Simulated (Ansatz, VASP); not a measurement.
**Pt in two plane-wave programs**

Wanted: the spread between two codes on one cell, functional and k mesh. The cell is taken from a series of runs on this material, whose earlier steps may have relaxed, scaled, displaced or heated it; both programs get it as it stands.

Method: plane waves, with VASP 6.6.1 beside it; relaxation of cell and atoms at LDA, in Ansatz 0.2.0.

## (1) Set-up

The structure is cubic, space group Fm-3m (No. 225). Conventional cell: a = 3.893 Å, b = 3.893 Å, c = 3.893 Å, α = 90.00°, β = 90.00°, γ = 90.00°. Nearest to Pt lie 12 Pt at 2.75 Å.

Structure file:

```cif
data_structure
_symmetry_space_group_name_H-M 'P 1'
_symmetry_Int_Tables_number 1
_cell_length_a 2.7531
_cell_length_b 2.7531
_cell_length_c 2.7531
_cell_angle_alpha 60.000
_cell_angle_beta 60.000
_cell_angle_gamma 60.000
_cell_volume 14.76
loop_
_atom_site_label
_atom_site_type_symbol
_atom_site_fract_x
_atom_site_fract_y
_atom_site_fract_z
_atom_site_occupancy
Pt1 Pt 0.00000 0.00000 0.00000 1
```

## (2) VASP: relaxation of cell and atoms, LDA

The relaxed volume is the usual yardstick between codes: in a stiff, nearly cubic crystal its relative difference is about their pressure difference at one cell divided by the bulk modulus.

Lines of VASP's logs that name or quote its potential files are left out, and so is its time.

INCAR reads:

```
SYSTEM = Pt
PREC = Accurate
ENCUT = 500
EDIFF = 1E-07
NELM = 120
ISMEAR = 1
SIGMA = 0.2
LREAL = .FALSE.
ALGO = Normal
GGA = PW92
NBANDS = 11
LASPH = .TRUE.
LORBIT = 11
LWAVE = .FALSE.
LCHARG = .FALSE.
ISIF = 3
IBRION = 2
NSW = 80
EDIFFG = -0.005
GGA_COMPAT = .FALSE.
NELMIN = 4
```

POSCAR reads:

```
Pt
1.0
    0.0000000000      1.9467330000      1.9467330000
    1.9467330000      0.0000000000      1.9467330000
    1.9467330000      1.9467330000      0.0000000000
Pt
1
Direct
    0.0000000000      0.0000000000      0.0000000000
```

KPOINTS reads:

```
Automatic mesh
0
Gamma
20 20 20
0 0 0
```

PAW data sets: Pt (LDA family, release 64).

Started as:

```bash
$ mpirun -np 1 vasp_std
```

Numbers of over 12 decimals in the logs are rounded to 6 here.

Output:

```text
[banner, memory and clock lines left out]
running    1 mpi-ranks, on    1 nodes
 distrk:  each k-point on    1 cores,    1 groups
 distr:  one band on    1 cores,    1 groups

 POSCAR found type information on POSCAR Pt
 POSCAR found :  1 types and       1 ions
|                                                                             |
|               ----> ADVICE to this user running VASP <----                  |
|                                                                             |
|     You enforced a specific xc type in the INCAR file but a different       |
|     [... a line on the potential file left out ...]
|     I HOPE YOU KNOW WHAT YOU ARE DOING!                                     |
|                                                                             |

 LDA part: xc-table for (Slater(with rela. corr.)+PW92), standard interpolation
 POSCAR, INCAR and KPOINTS ok, starting setup
 FFT: planning ... GRIDC
 FFT: planning ... GRID_SOFT
 FFT: planning ... GRID
 WAVECAR not read
 entering main loop
       N       E                     dE             d eps       ncg     rms          rms(c)
DAV:   1     0.372977273514E+02    0.37298E+02   -0.52367E+03  5760   0.818E+02
DAV:   2    -0.734916420140E+01   -0.44647E+02   -0.42915E+02  6439   0.174E+02
DAV:   3    -0.792842221170E+01   -0.57926E+00   -0.57255E+00  6594   0.187E+01
DAV:   4    -0.793064518197E+01   -0.22230E-02   -0.22228E-02  6500   0.137E+00
DAV:   5    -0.793066220083E+01   -0.17019E-04   -0.17018E-04  6625   0.110E-01    0.141E+01
DAV:   6    -0.755094127745E+01    0.37972E+00   -0.86212E-01  6082   0.732E+00    0.726E+00
DAV:   7    -0.750663393939E+01    0.44307E-01   -0.14272E-01  6517   0.286E+00    0.264E+00
DAV:   8    -0.750206131534E+01    0.45726E-02   -0.59965E-03  6193   0.735E-01    0.545E-01
DAV:   9    -0.750189971071E+01    0.16160E-03   -0.11671E-04  6313   0.103E-01    0.121E-02
DAV:  10    -0.750190335423E+01   -0.36435E-05   -0.24020E-06  6788   0.105E-02    0.192E-03
DAV:  11    -0.750190341067E+01   -0.56434E-07   -0.43953E-08  5620   0.190E-03
   1 F= -.75019034E+01 E0= -.75015977E+01  d E =-.750190E+01
 curvature:   0.00 expect dE= 0.000E+00 dE for cont linesearch  0.000E+00
 trial: gam= 0.00000 g(F)=  0.147E-64 g(S)=  0.366E-03 ort = 0.000E+00 (trialstep = 0.100E+01)
 search vector abs. value=  0.366E-03
 bond charge predicted
       N       E                     dE             d eps       ncg     rms          rms(c)
DAV:   1    -0.750604413156E+01   -0.41408E-02   -0.93847E-02  5887   0.288E+00    0.475E-01
DAV:   2    -0.750174870986E+01    0.42954E-02   -0.11834E-02  5863   0.832E-01    0.196E-01
DAV:   3    -0.750150831904E+01    0.24039E-03   -0.10900E-03  6510   0.240E-01    0.103E-01
DAV:   4    -0.750152016964E+01   -0.11851E-04   -0.43754E-05  6361   0.430E-02    0.374E-03
DAV:   5    -0.750152045170E+01   -0.28206E-06   -0.58967E-07  6707   0.608E-03    0.157E-03
DAV:   6    -0.750152051658E+01   -0.64880E-07   -0.26577E-08  5277   0.998E-04
   2 F= -.75015205E+01 E0= -.75011913E+01  d E =0.382894E-03
 trial-energy change:    0.000383  1 .order    0.000379   -0.000366    0.001125
 step:   0.2430(harm=  0.2455)  dis= 0.00000  next Energy=    -7.501948 (dE=-0.444E-04)
 bond charge predicted
       N       E                     dE             d eps       ncg     rms          rms(c)
DAV:   1    -0.750453589555E+01   -0.30154E-02   -0.53688E-02  5845   0.218E+00    0.368E-01
DAV:   2    -0.750208039377E+01    0.24555E-02   -0.66407E-03  5842   0.626E-01    0.143E-01
DAV:   3    -0.750193977111E+01    0.14062E-03   -0.63868E-04  6480   0.184E-01    0.740E-02
DAV:   4    -0.750194731916E+01   -0.75481E-05   -0.27647E-05  6323   0.342E-02    0.358E-03
DAV:   5    -0.750194724200E+01    0.77163E-07   -0.38009E-07  6463   0.559E-03
   3 F= -.75019472E+01 E0= -.75016358E+01  d E =-.438313E-04
 curvature:  -0.12 expect dE=-0.363E-07 dE for cont linesearch -0.363E-07
 trial: gam= 0.00000 g(F)=  0.177E-68 g(S)=  0.295E-06 ort =-0.104E-04 (trialstep = 0.849E+00)
 search vector abs. value=  0.295E-06
 reached required accuracy - stopping structural energy minimisation
```

From OUTCAR (step 2):

```text
ion  position               nearest neighbor table
   1  0.000  0.000  0.000-

  LATTYP: Found a face centered cubic cell.
 ALAT       =     3.8934660000

 Subroutine GETGRP returns: Found 48 space group operations
 (whereof 48 operations were pure point group operations)

The static configuration has the point symmetry O_h .

 Found    256 irreducible k-points:

   k-points           NKPTS =    256   k-points in BZ     NKDIM =    256   number of bands    NBANDS=     11

   dimension x,y,z NGX =    20 NGY =   20 NGZ =   20
   dimension x,y,z NGXF=    40 NGYF=   40 NGZF=   40

   ENCUT  =  500.0 eV  36.75 Ry    6.06 a.u.   5.02  5.02  5.02*2*pi/ulx,y,z

   NELECT =      10.0000    total number of electrons

 k-points in reciprocal lattice and weights: Automatic mesh
   0.00000000  0.00000000  0.00000000       0.000
   0.05000000  0.00000000  0.00000000       0.001
   0.10000000  0.00000000  0.00000000       0.001
   0.15000000  0.00000000  0.00000000       0.001
   0.20000000  0.00000000  0.00000000       0.001
   0.25000000  0.00000000  0.00000000       0.001
   0.30000000  0.00000000  0.00000000       0.001
   0.35000000  0.00000000  0.00000000       0.001
   0.40000000  0.00000000  0.00000000       0.001
[...]
-0.30000000  0.50000000  0.20000000       0.002
  -0.25000000  0.50000000  0.25000000       0.001

 average (electrostatic) potential at core
       1 -62.7046

 E-fermi :  11.5362

 k-point     1 :       0.0000    0.0000    0.0000
  band No.  band energies     occupation
    ...
      2       7.5875      2.00000
      3       7.5875      2.00000
      4       7.5875      2.00000
      5       9.8534      2.00000
      6       9.8534      2.00000
      7      26.0979      0.00000
      8      31.1340      0.00000
      9      31.1340      0.00000
     10      31.1340      0.00000
     11      36.6625      0.00000

 k-point     2 :       0.0500    0.0000    0.0000
  band No.  band energies     occupation
    ...
      2       7.5399      2.00000
      3       7.6295      2.00000
      4       7.6295      2.00000
      5       9.8288      2.00000
      6       9.8288      2.00000
      7      26.2630      0.00000
      8      30.5888      0.00000
      9      31.2957      0.00000
     10      31.2957      0.00000
     11      37.2806      0.00000

 k-point     3 :       0.1000    0.0000    0.0000
  band No.  band energies     occupation
    ...
      2       7.4140      2.00000
      3       7.7429      2.00000
      4       7.7429      2.00000
      5       9.7717      2.00000
      6       9.7717      2.00000
      7      26.7235      0.00000
      8      29.3903      0.00000
      9      31.7694      0.00000
     10      31.7694      0.00000
     11      38.3059      0.00000

  Total       -0.0014284     -0.0014284     -0.0014284     -0.0000000      0.0000000     -0.0000000
  in kB       -0.1548216     -0.1548216     -0.1548216     -0.0000000      0.0000000     -0.0000000
  external PRESSURE =      -0.1548216 kB  Pullay stress =       0.0000000 kB

  energy-cutoff  :      500.00
  volume of cell :       14.78
      direct lattice vectors                 reciprocal lattice vectors
     0.000000000  1.947880676  1.947880676    -0.256689235  0.256689235  0.256689235
     1.947880676  0.000000000  1.947880676     0.256689235 -0.256689235  0.256689235
     1.947880676  1.947880676  0.000000000     0.256689235  0.256689235 -0.256689235

 POSITION                                       TOTAL-FORCE (eV/Angst)
 -----------------------------------------------------------------------------------
      0.00000      0.00000      0.00000         0.000000      0.000000     -0.000000
 -----------------------------------------------------------------------------------
    total drift:                               -0.000000     -0.000000     -0.000000

  FREE ENERGIE OF THE ION-ELECTRON SYSTEM (eV)
  ---------------------------------------------------
  free  energy   TOTEN  =        -7.5019472420 eV

  energy  without entropy=       -7.5010129460  energy(sigma->0) =       -7.50163581

 reached required accuracy - stopping structural energy minimisation

 total charge
# of ion       s       p       d       tot
------------------------------------------
    1        0.650   0.637   8.072   9.358

[... 3 further parts left out ...]
```

CONTCAR:

```
Pt
   1.00000000000000
     0.0000000000000000    1.9478806762177070    1.9478806762177070
     1.9478806762177070    0.0000000000000000    1.9478806762177070
     1.9478806762177070    1.9478806762177070    0.0000000000000000
  Pt
     1
Direct
     0.0000000000000000    0.0000000000000000    0.0000000000000000
```

The run keeps the 48 symmetry operations of its start, so it cannot find a distortion of lower symmetry.

## (3) Ansatz: relaxation of cell and atoms, LDA

Ansatz runs on its PAW soft_1 files.

The same cell, functional (in two slightly different forms), mesh and smearing now go to Ansatz, which takes its cutoff from its data sets.

input.yaml reads:

```yaml
crystal:
  lattice:
    - [0.0, 1.9467334241, 1.9467334241]
    - [1.9467334241, 0.0, 1.9467334241]
    - [1.9467334241, 1.9467334241, 0.0]
  atoms:
    - { symbol: Pt, position: [0.0, 0.0, 0.0] }
kpoints:
  mp_grid: { grid: [20, 20, 20] }
hamiltonian:
  xc: lda
  pseudopotentials: { kind: paw, azcp: { folder: soft_1 }, xc_functional: pbe }
scf:
  occupations: { method: methfessel_paxton, width: 0.2 }
  lower_state_search: "off"
output:
  forces: true
  stress: true
  eigenvalues: true
relax:
  adjacent_minimum: "off"
  f_tol: 0.001
  max_steps: 60
  cell: { stress_tol: 0.01 }
```

Started as:

```bash
$ ansatz run input.yaml --threads 8 --pin off --max-ram 16384MiB --backend cpu --events-out ev --progress --plain --runs-dir out
```

Output:

```text
Engine: ansatz 0.2.0, aarch64-unknown-linux-gnu
Pseudopotentials: kind: paw
Pseudopotential: Pt, paw, valence charge 18, recommended cutoff 420 eV (normal), soft_1/Pt.paw.azcp
Functional definition: SPW92
  exchange = slater_x
  correlation = pw_c
Crystal: 1 atoms, lattice volume = 14.755 Å³
Basis set: ecut = 420 eV, 283 PW (Γ)
Bands: 13, of which v1, the nominal top of the filled ones, is band 9 counted from 1 (8 counted from 0)
Symmetry: 48 space group operations
Space group: Fm-3m (ITA 225), of the structure as read, at distance tolerance 2.5e-5 Å
k-points: 256 of 8000
Non-local potential: Pt, projectors of the file, l = 0: 3, l = 1: 2, l = 2: 2, l = 3: 1
PAW form: soft (Blöchl's): semilocal exchange-correlation on the pseudo side does not see the compensation charge
PAW frozen core: Pt, regenerated for the run's functional, and the local potential with it (the file was generated under x = pbe(κ = 0.804, μ = 0.219515), c = pbe(β = 0.066725))
PAW one-centre angular grid: Pt, 590 points (default); XC on 64 Gauss nodes
Initial density: superposition of atomic densities (chi_scale 0.1, normalization cell)
Initial wavefunctions: pseudopotential atomic-orbital guess
Functional: x = slater, c = lda
SCF iter   1: F=—  HF=-12246.695788 eV  |F-HF|=—  |Δ(HF+E_count)|=         —  Δρ=9.37e-2  dr2=1.19e0  ethr=3.10e-3  ⟨swp⟩=4.9  Hψ=16203  notcnv=0
preconditioner: auto → none  [metal: Δε(μ)=0.005 eV  Ē_g=14.146 eV  σ=0.200 eV  W_gap=0.02  n_scr=8 (ndim 8)  ℏωp=30.6 eV  f_vac=0.000  D(μ)=1.72/eV (n_scr^D=26)  sad-step TF]
SCF iter   2: F=—  HF=-12246.350748 eV  |F-HF|=—  |Δ(HF+E_count)|=   3.45e-1  S|Δr|=    0.00e0  Δρ=4.25e-2  dr2=2.28e-1  ethr=3.10e-3  ⟨swp⟩=2.2  Hψ=6527  notcnv=0
SCF iter   3: F=—  HF=-12246.276708 eV  |F-HF|=—  |Δ(HF+E_count)|=   7.40e-2  S|Δr|=    0.00e0  Δρ=4.61e-3  dr2=1.12e-3  ethr=1.27e-3  ⟨swp⟩=2.1  Hψ=5489  notcnv=0
SCF iter   4: F=—  HF=-12246.277514 eV  |F-HF|=—  |Δ(HF+E_count)|=   8.07e-4  S|Δr|=    0.00e0  Δρ=1.70e-4  dr2=2.62e-6  ethr=6.20e-6  ⟨swp⟩=2.2  Hψ=5812  notcnv=0
SCF iter   5: F=—  HF=-12246.277521 eV  |F-HF|=—  |Δ(HF+E_count)|=   7.18e-6  S|Δr|=    0.00e0  Δρ=4.07e-5  dr2=2.15e-7  ethr=5.56e-10  ⟨swp⟩=6.5  Hψ=16424  notcnv=0
SCF iter   6: F=-12246.277521 eV  HF=-12246.277521 eV  |F-HF|=3.67e-9  |Δ(HF+E_count)|=   6.35e-8  S|Δr|=    0.00e0  Δρ=5.77e-6  dr2=4.29e-9  ethr=5.56e-10  ⟨swp⟩=4.6  Hψ=12820  notcnv=0
SCF 1 converged in 6 iterations: F = -12246.277521 eV  dr2 = 4.29e-9
  greatest PAW one-centre occupation: 1.000 electrons in one spin orbital (limit 2), on the Pt atom at site 0 (counted from 0), in its partial waves of l = 0
relax step   1: F+E_penalty+E_count = -12246.27752143 eV  Δ(F+E_penalty+E_count) = +0.000e0 eV  max|allowed force component| = 0.000e0 eV/Å  Δτ_max = 0.0000 Å  P = -0.021 GPa  Ω = 14.755 Å³  (6 SCF iters, dr2 threshold 1.00e-7 eV, accepted)
[...]
relax step   2: F+E_penalty+E_count = -12246.27752220 eV  Δ(F+E_penalty+E_count) = -7.759e-7 eV  max|allowed force component| = 0.000e0 eV/Å  Δτ_max = 0.0000 Å  P = +0.036 GPa  Ω = 14.753 Å³  energy of the carried Pulay correction = +8.999e-7 eV  (3 SCF iters, dr2 threshold 1.08e-9 eV, rejected (line search))
[...]
relax step   3: F+E_penalty+E_count = -12246.27752183 eV  Δ(F+E_penalty+E_count) = -3.987e-7 eV  max|allowed force component| = 0.000e0 eV/Å  Δτ_max = 0.0000 Å  P = -0.000 GPa  Ω = 14.754 Å³  energy of the carried Pulay correction = +3.296e-7 eV  (4 SCF iters, accepted)
[...]
relax step   4: F+E_penalty+E_count = -12246.27751791 eV  Δ(F+E_penalty+E_count) = +3.917e-6 eV  max|allowed force component| = 0.000e0 eV/Å  Δτ_max = 0.0000 Å  P = +0.000 GPa  Ω = 14.754 Å³  stress off target by 3.04e-4 GPa  SCF on the basis re-selected at this cell (its energy is not comparable with the rows above)  (5 SCF iters)
basis re-selected at this cell: Δ(F+E_penalty+E_count) = +3.917e-6 eV, ΔP = +0.001 GPa vs the last step (what re-selecting the basis moved, of the pressure what is left beyond the Pulay correction that the steps carried, after the strain that the cell walked since its last selection, with what the two solves' SCF thresholds leave and, on support functions, any second-order correction that the steps lacked; it is no measure of the basis error at this ecutwfc). This SCF's stress stands 3.04e-4 GPa from its target on what of the cell is left free (relax.cell.stress_tol is 1.00e-2 GPa) and its largest allowed force component is 0.00e0 eV/Å (relax.f_tol is 1.00e-3 eV/Å): [rest of the remark cut]
SCF converged after 5 iterations
Stability not checked: this state was not tested for a lower state beside it, because cold or Methfessel-Paxton smearing, or corrected tetrahedra, fill the levels in a way that the test cannot read (fill_not_monotonic; see scf.lower_state_search)
Free energy (F): -12246.277518 eV
Harris-Foulkes:  -12246.277518 eV  (|F-HF|=1.82e-12)
Internal energy: -12246.276555 eV  (E = F + TS)
E sigma→0 (E₀):  -12246.277277 eV
Entropy (-TS):   -0.000962 eV (-0.962 meV/atom)
Fermi energy:    23.729113 eV
--- Per-component energies (eV) ---
  E_band       = -125.152660
  E_kinetic    = 598.086010
  E_local      = -1402.193082  (includes V_loc(G=0)·N_el)
  E_nonlocal   = 211.101443
  E_hartree    = 531.796686
  E_xc         = -231.557810
  E_vxc        = -271.804367  (∫ρ·V_xc dr)
  E_paw        = -9206.925600  (= ΣΔE_a)
  E_vpaw       = -323.937189  (= ΣTr[D̂ρ^β])
  E_aug_tail   = 0.001162  (compensation charges beyond the density's cutoff)
  E_ewald      = -2747.049273
  E_core_change = 0.463908  (= ΣΔE_core)
  E_smearing   = -0.000962  (= −TS)
  E_closure    = -0.000000  (closes the sum)
  Σ components = -12246.277518   (vs F -12246.277518, Δ=0.00e0)
--- Forces (eV/Å), atoms counted from 1 ---
  atom   1  Pt    -0.00000000     0.00000000    -0.00000000
  max |Σ_I F_I| component: 5.75e-32 eV/Å
--- Stress (GPa, compression-positive) ---
        0.000304      -0.000000      -0.000000
       -0.000000       0.000304      -0.000000
       -0.000000      -0.000000       0.000304
  P = ⅓ Tr σ = 0.0003 GPa (0.003 kbar)
--- Band table (eV; the first three rows and the last of 256) ---
  k-point 0: bands = [... 5 lower, 19.7631, 19.7631, 19.7631, 22.0360, 22.0360, 38.3142, 43.3148, 43.3148]
  k-point 1: bands = [... 5 lower, 19.7156, 19.8054, 19.8054, 22.0116, 22.0116, 38.4772, 42.7666, 43.4739]
  k-point 2: bands = [... 5 lower, 19.5898, 19.9195, 19.9195, 21.9548, 21.9548, 38.9319, 41.5667, 43.9395]
  k-point 255: bands = [... 5 lower, 18.9760, 18.9760, 21.6291, 24.2440, 30.8799, 32.0847, 32.0847, 35.9818]
--- Relaxed structure (3 steps of the walk, 2 accepted, 1 SCFs on fresh bases) ---
  F+E_penalty+E_count = -12246.27751791 eV   max|allowed force component| = 0.000e0 eV/Å   (the final SCF, on the basis selected at the relaxed cell)
  cell:  # Å, volume = 14.7543 Å³
    - [0, 1.946689, 1.946689]
    - [1.946689, 0, 1.946689]
    - [1.946689, 1.946689, 0]
  atoms:
    - { symbol: Pt, position: [0.0, 0.0, 0.0] }
```

## (4) Differences

Known differences besides the potentials themselves: the data sets hold 18 valence electrons in Ansatz (on its PAW soft_1 files) and 10 in VASP; the cutoff is 420 eV in Ansatz and 500 eV in VASP; VASP's log shows a relativistic correction to its local exchange, Ansatz's none; Ansatz adds a Pulay correction to the stress that steers its cell, VASP none. Total energies have different zeros and are not compared.

Both answers:

| quantity | Ansatz | VASP | difference |
| --- | --- | --- | --- |
| volume (Å³) | 14.75 | 14.78 | -0.18 % |
| edge a after relaxation, in the typed setting (Å) | 2.753 | 2.755 | -0.06 % |

## (5) Results

```
difference in volume (relaxation of cell and atoms, LDA) : -0.18 %
```

The difference in volume is -0.18 % (relaxation of cell and atoms, LDA), within the 1.2 % picked in this series as the mark of a large difference, as far as the stopping tolerances let one tell. The data sets hold unlike numbers of valence electrons (18 in Ansatz and 10 in VASP), so part of the differences comes from the potentials. Such differences can come from data sets, numerical settings and the points named under the comparisons, not from the functional's error against experiment.

[Lines on the potential files, build, host, timing and source positions are cut from VASP's logs without a mark.]

[Logs are printed without paths, hosts, clocks, repeated set-up lines and the standing remarks that a program may print on its own settings, such as how far it seeks lower states.]

[Hosts, paths, dates, database ids (printed as entryN), source tags and the programs' standing remarks are cut or masked in the printed files.]
